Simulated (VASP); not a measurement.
Calculation: r2SCAN meta-GGA, VASP's PBE PAW potentials (set 64) (plane waves; VASP).

VASP input:

INCAR:
```
LMIXTAU = .True.
LREAL = .False.   ! projection in real space or not
EDIFF = 1E-7
LORBIT = 11
ALGO = Normal
ENCUT = 400
ISIF = 2   ! forces and stress, cell fixed
ISMEAR = -5   ! tetrahedra, Bloechl
LASPH = .True.
LCHARG = .False.
SYSTEM = Er
NELM = 100
LWAVE = .False.
PREC = Accurate
METAGGA = R2SCAN
NEDOS = 601   ! DOS grid
LMAXMIX = 6
```

File KPOINTS:
```
Automatic mesh
0
Gamma
14 14 14
0 0 0
```

File KPOINTS_OPT:
```
k-points along high-symmetry lines
10
Line-mode
Reciprocal
  0.000000   0.000000   0.000000 ! GAMMA
  0.500000   0.000000   0.500000 ! X

  0.500000   0.000000   0.500000 ! X
  0.625000   0.250000   0.625000 ! U

  0.375000   0.375000   0.750000 ! K
  0.000000   0.000000   0.000000 ! GAMMA

  0.000000   0.000000   0.000000 ! GAMMA
  0.500000   0.500000   0.500000 ! L

  0.500000   0.500000   0.500000 ! L
  0.500000   0.250000   0.750000 ! W

  0.500000   0.250000   0.750000 ! W
  0.500000   0.000000   0.500000 ! X
```

POSCAR:
```
Er
2.4800880
  0.0000000000   0.9999998715   0.9999998715
  0.9999998715   0.0000000000   0.9999998715
  0.9999998715   0.9999998715   0.0000000000
Er
1
direct
  0.0000000000   0.0000000000   0.0000000000
```

POTCAR, in this order: Er_3 (PBE.64 set). Program: vasp_std.

Output of the run:

OSZICAR:
```
       N       E                     dE             d eps       ncg     rms          rms(c)
DAV:   1    -0.301274095524E+02   -0.30127E+02   -0.43515E+03  2464   0.885E+02
DAV:   2    -0.346256481439E+02   -0.44982E+01   -0.43627E+01  1984   0.561E+01
DAV:   3    -0.348183781576E+02   -0.19273E+00   -0.18190E+00  2896   0.120E+01
DAV:   4    -0.348190416695E+02   -0.66351E-03   -0.66045E-03  2096   0.888E-01
DAV:   5    -0.348190492407E+02   -0.75712E-05   -0.74977E-05  2896   0.133E-01    0.196E+01
DAV:   6    -0.337283853238E+02    0.10907E+01   -0.43439E-01  2688   0.114E+01    0.105E+01
DAV:   7    -0.338330532303E+02   -0.10467E+00   -0.21138E-01  2368   0.523E+00    0.166E+00
DAV:   8    -0.337607377807E+02    0.72315E-01   -0.23801E-01  2552   0.558E+00    0.398E-01
DAV:   9    -0.338526478068E+02   -0.91910E-01   -0.63963E-02  2120   0.164E+00    0.312E-01
DAV:  10    -0.338559736121E+02   -0.33258E-02   -0.30673E-03  1928   0.619E-01    0.234E-01
DAV:  11    -0.338621364147E+02   -0.61628E-02   -0.13199E-03  3024   0.556E-01    0.279E-01
DAV:  12    -0.338597797197E+02    0.23567E-02   -0.27264E-03  2496   0.450E-01    0.113E-01
DAV:  13    -0.338597922910E+02   -0.12571E-04   -0.37140E-04  2520   0.168E-01    0.175E-01
DAV:  14    -0.338596084283E+02    0.18386E-03   -0.46464E-05  2728   0.883E-02    0.113E-01
DAV:  15    -0.338595352650E+02    0.73163E-04   -0.19979E-05  2608   0.502E-02    0.843E-02
DAV:  16    -0.338595431460E+02   -0.78809E-05   -0.66076E-06  2896   0.346E-02    0.591E-02
DAV:  17    -0.338594909043E+02    0.52242E-04   -0.21329E-05  2352   0.430E-02    0.307E-02
DAV:  18    -0.338594906290E+02    0.27528E-06   -0.29466E-06  2976   0.220E-02    0.156E-02
DAV:  19    -0.338594857684E+02    0.48606E-05   -0.93442E-07  2536   0.101E-02    0.772E-03
DAV:  20    -0.338594856189E+02    0.14947E-06   -0.21611E-07  1936   0.621E-03    0.249E-03
DAV:  21    -0.338594847568E+02    0.86214E-06   -0.15806E-07  1608   0.391E-03    0.635E-04
DAV:  22    -0.338594850408E+02   -0.28398E-06   -0.69348E-09  1016   0.134E-03    0.508E-04
DAV:  23    -0.338594849198E+02    0.12099E-06   -0.19673E-09   912   0.103E-03    0.475E-04
DAV:  24    -0.338594851476E+02   -0.22778E-06   -0.16296E-09   960   0.657E-04    0.138E-04
DAV:  25    -0.338594851116E+02    0.35962E-07   -0.10312E-09   896   0.700E-04
   1 F= -.33859485E+02 E0= -.33859485E+02  d E =0.000000E+00
       N       E                     dE             ncg
```

OUTCAR:
```
------------------------ aborting loop because EDIFF is reached ----------------------------------------
  FORCE on cell =-STRESS in cart. coord.  units (eV):
  Direction    XX          YY          ZZ          XY          YZ          ZX
  --------------------------------------------------------------------------------------
  Total       -0.0023769     -0.0023769     -0.0023769     -0.0000000      0.0000000      0.0000000
  in kB       -0.1248233     -0.1248233     -0.1248233     -0.0000000      0.0000000      0.0000000
  external PRESSURE =      -0.1248233 kB  Pullay stress =       0.0000000 kB
  volume of cell :       30.51
      direct lattice vectors                 reciprocal lattice vectors
     0.000000000  2.480087681  2.480087681    -0.201605775  0.201605775  0.201605775
     2.480087681  0.000000000  2.480087681     0.201605775 -0.201605775  0.201605775
     2.480087681  2.480087681  0.000000000     0.201605775  0.201605775 -0.201605775
 POSITION                                       TOTAL-FORCE (eV/Angst)
 -----------------------------------------------------------------------------------
      0.00000      0.00000      0.00000         0.000000      0.000000      0.000000
 -----------------------------------------------------------------------------------
    total drift:                               -0.000000     -0.000000     -0.000000
  FREE ENERGIE OF THE ION-ELECTRON SYSTEM (eV)
  ---------------------------------------------------
  free  energy   TOTEN  =       -33.8594851116 eV

  energy  without entropy=      -33.8594851116  energy(sigma->0) =      -33.85948511

 total charge

# of ion       s       p       d       tot
------------------------------------------
    1        0.518   6.544   1.120   8.182
```
(Selected blocks of OUTCAR.)

### OUTCAR
```
 val. band max:        3.0545135253   @ k =  -0.3571   0.4286   0.2143

 cond. band min:       3.0104032479   @ k =   0.2857   0.2857   0.0000


 Fermi energy:         3.0068981959

 k-point     1 :       0.0000    0.0000    0.0000
  band No.  band energies     occupation
      1     -22.3294      2.00000
      2     -22.3294      2.00000
      3     -22.3294      2.00000
      4      -2.7998      2.00000
      5       5.2971      0.00000
      6       5.2971      0.00000
      7       5.2971      0.00000
      8       7.7617      0.00000

 k-point     2 :       0.0714    0.0000    0.0000
  band No.  band energies     occupation
      1     -22.3617      2.00000
      2     -22.3334      2.00000
      3     -22.3334      2.00000
      4      -2.6523      2.00000
      5       5.1100      0.00000
      6       5.3678      0.00000
      7       5.3678      0.00000
      8       7.6721      0.00000

 k-point     3 :       0.1429    0.0000    0.0000
  band No.  band energies     occupation
      1     -22.4511      2.00000
      2     -22.3446      2.00000
      3     -22.3446      2.00000
      4      -2.2275      2.00000
      5       4.6587      0.00000
      6       5.5300      0.00000
      7       5.5300      0.00000
      8       7.5067      0.00000

 k-point     4 :       0.2143    0.0000    0.0000
  band No.  band energies     occupation
      1     -22.5775      2.00000
      2     -22.3607      2.00000
      3     -22.3607      2.00000
      4      -1.5799      2.00000
      5       4.1436      0.00000
      6       5.6174      0.00000
      7       5.6175      0.00000
      8       7.5325      0.00000

 k-point     5 :       0.2857    0.0000    0.0000
  band No.  band energies     occupation
      1     -22.7142      2.00000
      2     -22.3786      2.00000
      3     -22.3786      2.00000
      4      -0.8101      2.00000
      5       3.7207      0.00000
      6       5.5010      0.00000
      7       5.5011      0.00000
...
```

The 4f electrons are frozen in the core of the lanthanide potential, so 4f levels, which can set the real gap, and their magnetism are missing. For a metal the tetrahedron method with Blöchl corrections gives inexact stress and forces.

The structure was generated: Er was put into the fcc type (Fm-3m), which need not be its known phase. It was relaxed first.
